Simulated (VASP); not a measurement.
A convergence study with VASP on AgCl (rock salt): one setting is varied, all else stays as given below, so the limit is that of these other settings.

```yaml
crystal:
  lattice:
    - [0.00000, 2.77500, 2.77500]
    - [2.77500, 0.00000, 2.77500]
    - [2.77500, 2.77500, 0.00000]
  atoms:
    - { symbol: Ag, position: [0.00000, 0.00000, 0.00000] }
    - { symbol: Cl, position: [0.50000, 0.50000, 0.50000] }
```

All values below come from PBE GGA, VASP's PBE PAW potentials (set 64) (plane waves; VASP 6.6.1). The tightest run used: 550 eV cut-off, 17×17×17 Γ-centred mesh, tetrahedra with Blöchl corrections, potentials Ag Cl.

The reference is 17×17×17 mesh, which took about 2 core-minutes. Times come from single runs on busy shared machines, so they are rough: good to a factor of about 2.

**Question.** Of the settings 3×3×3 mesh; 4×4×4 mesh; 5×5×5 mesh; 6×6×6 mesh; 7×7×7 mesh; 8×8×8 mesh; 9×9×9 mesh; 10×10×10 mesh; 11×11×11 mesh; 12×12×12 mesh; 13×13×13 mesh; 14×14×14 mesh; 15×15×15 mesh; 16×16×16 mesh; 17×17×17 mesh, which is the lowest that keeps the difference from the reference in the stress, largest component (GPa) within 0.1 from there on, and what does it cost?

**Answer.** 5×5×5 mesh; its cost over the reference is about 1/10.
```tsv
setting	difference in the stress, largest component (GPa)	cost over the reference
3×3×3 mesh	0.48	about 1/10
4×4×4 mesh	0.16	about 1/9
5×5×5 mesh	0.03	about 1/10
6×6×6 mesh	0.01	about 1/7
7×7×7 mesh	0.00	about 1/5
8×8×8 mesh	0.00	about 1/4
9×9×9 mesh	0.00	about 1/4
10×10×10 mesh	0.00	about 1/3
11×11×11 mesh	0.00	about 1/2
12×12×12 mesh	0.00	about 1/2
13×13×13 mesh	0.00	about 1/2
14×14×14 mesh	0.00	within a factor of 2
15×15×15 mesh	0.00	within a factor of 2
16×16×16 mesh	0.00	within a factor of 2
17×17×17 mesh	0.00	reference
```

Left out are rungs that failed or repeat a setting and relaxations that didn't move; long series are thinned to 24 rows.

The compound is AgCl in the rock salt structure. The cell was not relaxed at this level.
